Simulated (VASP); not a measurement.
The input files of a VASP run:

### KPOINTS
```
K-points
0
Gamma
9 9 9
```

INCAR:
```
! general
SYSTEM  = LaCoO3
PREC    = Accurate
ENCUT   = 400   ! plane-wave cut-off (eV)
LREAL   = .False.   ! projection in real space or not
LASPH   = .True.   ! aspherical one-centre terms

! electronic loop
EDIFF   = 1E-6
NELM    = 100   ! most electronic steps
ALGO    = Normal   ! blocked Davidson
LMAXMIX = 6   ! l cut-off of mixed one-centre charges

! smearing
ISMEAR  = -1
SIGMA   = 0.1   ! width (eV)

! functional
GGA     = PS   ! PBEsol

! spin
ISPIN   = 2
MAGMOM  = 0.0 3.0 0.0 0.0 0.0

! ions
ISIF    = 2   ! forces and stress, cell fixed

! output
LWAVE   = .False.
LCHARG  = .False.
LORBIT  = 11
```

File POSCAR:
```
LaCoO3
1.0
  3.7458920000   0.0000000000   0.0000000000
  0.0000000000   3.7458920000   0.0000000000
  0.0000000000   0.0000000000   3.7458920000
La Co O
1 1 3
direct
  0.0000000000   0.0000000000   0.0000000000
  0.5000000000   0.5000000000   0.5000000000
  0.5000000000   0.5000000000   0.0000000000
  0.0000000000   0.5000000000   0.5000000000
  0.5000000000   0.0000000000   0.5000000000
```

POTCAR, in this order: La Co O (PBE.64 set). Program: vasp_std.

**Question.** Translate this PBEsol calculation to Ansatz.

**Answer.** One equivalent input (not run):
Ansatz 0.2 input:
```yaml
crystal:
  lattice:
    - [3.7458920, 0.0000000, 0.0000000]
    - [0.0000000, 3.7458920, 0.0000000]
    - [0.0000000, 0.0000000, 3.7458920]
  atoms:
    - { symbol: La, position: [0.0000000, 0.0000000, 0.0000000] }
    - { symbol: Co, position: [0.5000000, 0.5000000, 0.5000000], spin: 3 }
    - { symbol: O, position: [0.5000000, 0.5000000, 0.0000000] }
    - { symbol: O, position: [0.0000000, 0.5000000, 0.5000000] }
    - { symbol: O, position: [0.5000000, 0.0000000, 0.5000000] }
kpoints:
  mp_grid: { grid: [9, 9, 9] }
hamiltonian:
  xc: pbesol
  pseudopotentials: { kind: paw }
magnetization: { spin_polarized: true }
scf:
  occupations: { method: fermi_dirac, width: 0.1 }
  max_iter: 100
output: { forces: true, stress: true, eigenvalues: true }
```
What does not carry over: each code has its own PAW files, so the cut-off isn't converted (ENCUT is set for VASP's; basis.ecutwfc is left out, and Ansatz then takes the one that its files recommend); Ansatz stops its SCF on the density residual and VASP on the energy change (EDIFF).

The structure comes from a measured LaCoO3 entry of the Crystallography Open Database, whose conditions weren't checked. The cell was not relaxed at this level.
